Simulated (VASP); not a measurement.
Calculation: PBEsol GGA, VASP's PBE PAW potentials (set 64) (plane waves; VASP 6.6.1).

VASP input:

File KPOINTS:
```
kpoints
0
gamma
 12 12 7
```

File POSCAR:
```
Zr
1.0
  3.1805887600   0.0000000000   0.0000000000
 -1.5902943800   2.7544706134   0.0000000000
  0.0000000000   0.0000000000   5.1289442480
Zr
2
Direct
  0.6666670000   0.3333330000   0.7500000000
  0.3333330000   0.6666670000   0.2500000000
```

INCAR:
```
ALGO  =  Normal
EDIFF  =  1E-6
EDIFFG  =  -0.01
ENCUT  =  480
GGA  =  PS
IBRION  =  2
ISIF  =  3
ISMEAR  =  1
LASPH  =  .True.
LCHARG  =  .False.
LMAXMIX  =  4
LREAL  =  .False.
LWAVE  =  .False.
NELM  =  100
NSW  =  60
PREC  =  Accurate
SIGMA  =  0.1
SYSTEM  =  Zr
```

POTCAR, in this order: Zr_sv (PBE.64 set). Program: vasp_std.

The run wrote:

File OUTCAR:
```
 ion  position               nearest neighbor table
   1  0.667  0.333  0.750-   2 3.15   2 3.15   2 3.15   2 3.15   2 3.15   2 3.15
   2  0.333  0.667  0.250-   1 3.15   1 3.15   1 3.15   1 3.15   1 3.15   1 3.15
  LATTYP: Found a hexagonal cell.
 ALAT       =     3.1805887600
 C/A-ratio  =     1.6125769897
 Subroutine PRICEL returns:
 Original cell was already a primitive cell.
 Subroutine GETGRP returns: Found 24 space group operations
The static configuration has the point symmetry D_3d.
 The point group associated with its full space group is D_6h.
The dynamic configuration has the point symmetry D_3d.
 Subroutine INISYM returns: Found 24 space group operations
 Subroutine IBZKPT returns following result:
 Found     76 irreducible k-points:

 Following reciprocal coordinates:
            Coordinates               Weight
  0.000000  0.000000  0.000000      1.000000
  0.083333 -0.000000  0.000000      6.000000
  0.166667 -0.000000  0.000000      6.000000
  0.250000 -0.000000  0.000000      6.000000
  0.333333 -0.000000  0.000000      6.000000
  0.416667  0.000000  0.000000      6.000000
  0.500000 -0.000000  0.000000      3.000000
  0.083333  0.083333  0.000000      6.000000
  0.166667  0.083333  0.000000     12.000000
  0.250000  0.083333  0.000000     12.000000
  0.333333  0.083333  0.000000     12.000000
  0.416667  0.083333  0.000000     12.000000
  0.166667  0.166667  0.000000      6.000000
  0.250000  0.166667  0.000000     12.000000
  0.333333  0.166667  0.000000     12.000000
  0.416667  0.166667  0.000000      6.000000
  0.250000  0.250000  0.000000      6.000000
  0.333333  0.250000  0.000000     12.000000
  0.333333  0.333333  0.000000      2.000000
  0.000000  0.000000  0.142857      2.000000
  0.083333 -0.000000  0.142857     12.000000
  0.166667 -0.000000  0.142857     12.000000
...
```

OSZICAR:
```
       N       E                     dE             d eps       ncg     rms          rms(c)
DAV:   1     0.203607847947E+03    0.20361E+03   -0.13081E+04  2432   0.140E+03
DAV:   2    -0.501613467581E+01   -0.20862E+03   -0.20679E+03  3056   0.399E+02
DAV:   3    -0.186877371721E+02   -0.13672E+02   -0.13575E+02  4608   0.757E+01
DAV:   4    -0.189370582643E+02   -0.24932E+00   -0.24924E+00  2672   0.112E+01
DAV:   5    -0.189431221100E+02   -0.60638E-02   -0.60637E-02  3856   0.124E+00    0.161E+01
DAV:   6    -0.182857296533E+02    0.65739E+00   -0.10020E+00  2552   0.878E+00    0.646E+00
DAV:   7    -0.181541467959E+02    0.13158E+00   -0.66598E-01  3544   0.615E+00    0.115E+00
DAV:   8    -0.181582829120E+02   -0.41361E-02   -0.38335E-02  3168   0.175E+00    0.289E-01
DAV:   9    -0.181585509460E+02   -0.26803E-03   -0.16752E-03  3112   0.430E-01    0.338E-02
DAV:  10    -0.181585220291E+02    0.28917E-04   -0.45296E-05  3592   0.453E-02    0.240E-02
DAV:  11    -0.181585230060E+02   -0.97689E-06   -0.97013E-06  2728   0.416E-02
   1 F= -.18158523E+02 E0= -.18158701E+02  d E =-.181585E+02
       N       E                     dE             d eps       ncg     rms          rms(c)
DAV:   1    -0.181592831580E+02   -0.76113E-03   -0.26547E-02  2856   0.173E+00    0.280E-01
DAV:   2    -0.181586280383E+02    0.65512E-03   -0.24754E-03  3016   0.472E-01    0.919E-02
DAV:   3    -0.181584768529E+02    0.15119E-03   -0.90793E-04  3576   0.231E-01    0.528E-02
DAV:   4    -0.181584966672E+02   -0.19814E-04   -0.82058E-05  3080   0.433E-02    0.226E-02
DAV:   5    -0.181585103292E+02   -0.13662E-04   -0.57802E-05  3664   0.446E-02    0.929E-03
DAV:   6    -0.181585095916E+02    0.73765E-06   -0.24333E-06  2072   0.130E-02
   2 F= -.18158510E+02 E0= -.18158675E+02  d E =0.134144E-04
       N       E                     dE             d eps       ncg     rms          rms(c)
DAV:   1    -0.181588429735E+02   -0.33264E-03   -0.10577E-02  2840   0.109E+00    0.179E-01
DAV:   2    -0.181585747170E+02    0.26826E-03   -0.98591E-04  3000   0.297E-01    0.591E-02
DAV:   3    -0.181585095909E+02    0.65126E-04   -0.35930E-04  3520   0.146E-01    0.333E-02
DAV:   4    -0.181585206317E+02   -0.11041E-04   -0.33146E-05  2864   0.274E-02    0.139E-02
DAV:   5    -0.181585299808E+02   -0.93491E-05   -0.23038E-05  3704   0.286E-02    0.578E-03
DAV:   6    -0.181585304923E+02   -0.51152E-06   -0.83655E-07  1640   0.827E-03
   3 F= -.18158530E+02 E0= -.18158704E+02  d E =-.748636E-05
```

File OUTCAR:
```
------------------------ aborting loop because EDIFF is reached ----------------------------------------
  FORCE on cell =-STRESS in cart. coord.  units (eV):
  Direction    XX          YY          ZZ          XY          YZ          ZX
  --------------------------------------------------------------------------------------
  Total        0.0020243      0.0020243     -0.0032797      0.0000000     -0.0000000      0.0000000
  in kB        0.0721268      0.0721268     -0.1168545      0.0000000     -0.0000000      0.0000000
  external PRESSURE =       0.0091330 kB  Pullay stress =       0.0000000 kB
  volume of cell :       44.97
      direct lattice vectors                 reciprocal lattice vectors
     3.181392334  0.000000000  0.000000000     0.314327783  0.181477234  0.000000000
    -1.590696167  2.755166529 -0.000000000    -0.000000000  0.362954467  0.000000000
     0.000000000  0.000000000  5.130158719    -0.000000000  0.000000000  0.194925743
 POSITION                                       TOTAL-FORCE (eV/Angst)
 -----------------------------------------------------------------------------------
      1.59070      0.91839      3.84762        -0.000000     -0.000000      0.000000
     -0.00000      1.83678      1.28254         0.000000      0.000000      0.000000
 -----------------------------------------------------------------------------------
    total drift:                               -0.000972      0.000561     -0.000019
  FREE ENERGIE OF THE ION-ELECTRON SYSTEM (eV)
  ---------------------------------------------------
  free  energy   TOTEN  =       -18.1585304923 eV

  energy  without entropy=      -18.1590499262  energy(sigma->0) =      -18.15870364

 reached required accuracy - stopping structural energy minimisation
```
(Selected blocks of OUTCAR.)

File CONTCAR:
```
Zr
   1.00000000000000
     3.1813923336996623    0.0000000000000000    0.0000000000000000
    -1.5906961668498312    2.7551665285984961   -0.0000000000000000
     0.0000000000000000    0.0000000000000000    5.1301587188740472
  Zr
     2
Direct
     0.6666669999999968    0.3333330000000032    0.7500000000000000
     0.3333330000000032    0.6666669999999968    0.2500000000000000
```

The compound is Zr in the hcp structure. This run relaxes it. Symmetry was kept, so distortions that lower it aren't found. The start is the result of an earlier pass.
